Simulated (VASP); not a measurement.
Input:

```
MoSb
1.0
    0.00000     2.74648     2.74648
    2.74648     0.00000     2.74648
    2.74648     2.74648     0.00000
Mo Sb
1 1
Direct
  0.00000   0.00000   0.00000
  0.50000   0.50000   0.50000
```

Calculation: r2SCAN meta-GGA, VASP's PBE PAW potentials (set 64) (plane waves; VASP). Numerical set-up: 400 eV cut-off, 13×13×13 Γ-centred mesh, tetrahedra with Blöchl corrections, potentials Mo_sv Sb.

Q: Give the energies of bands 6 to 12 at the high-symmetry points, in eV from the Fermi level.

A: 
| band | Γ | X | U | L | W |
|---|---|---|---|---|---|
| 6 | -1.50 | -4.84 | -4.65 | -6.66 | -4.32 |
| 7 | -1.50 | -2.84 | -4.61 | -3.92 | -4.32 |
| 8 | -1.50 | -1.51 | -3.08 | -3.92 | -4.12 |
| 9 | -1.09 | -1.51 | -0.91 | -0.04 | 0.26 |
| 10 | -1.09 | -0.37 | 0.22 | -0.04 | 0.26 |
| 11 | 1.17 | 0.54 | 0.91 | 0.75 | 0.54 |
| 12 | 1.17 | 0.54 | 1.57 | 4.35 | 0.78 |

It has no gap at this level: it comes out as a metal or semimetal.

The structure was generated: MoSb was put into the rock salt type (Fm-3m), which need not be its known phase. It was relaxed first, which changed the volume by -35 %. The electron count is odd and the run is not spin-polarised, which forces a metal.
